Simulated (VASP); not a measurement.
```
PbSe
1.0
    0.00000     3.07869     3.07869
    3.07869     0.00000     3.07869
    3.07869     3.07869     0.00000
Pb Se
1 1
Direct
  0.00000   0.00000   0.00000
  0.50000   0.50000   0.50000
```

All values below come from optB86b-vdW, VASP's PBE PAW potentials (set 64) (plane waves; VASP 6.6.1). Numerical set-up: 520 eV cut-off, Gaussian smearing of 0.050 eV, potentials Pb_d Se.

Unless said otherwise, spin-orbit coupling is left out, though it shifts the bands of the heavy elements here.

Problem. Give the energies of bands 7 to 13 at the high-symmetry points, in eV from the valence-band maximum.

Solution. 
```
band      Γ      X      U      L      W
----  -----  -----  -----  -----  -----
7     -6.37  -7.39  -8.00  -8.72  -7.99
8     -1.75  -4.80  -4.40  -1.35  -4.06
9     -1.75  -3.08  -2.59  -1.35  -4.06
10    -1.75  -3.08  -2.30   0.00  -0.72
11     4.63   3.83   3.39   0.34   1.90
12     4.63   5.52   3.98   1.73   4.96
13     4.63   5.52   5.40   1.73   4.96
```

The gap is direct, 0.34 eV, from the valence maximum at L to the conduction minimum at L.

The compound is PbSe in the rock salt structure. It was relaxed first.
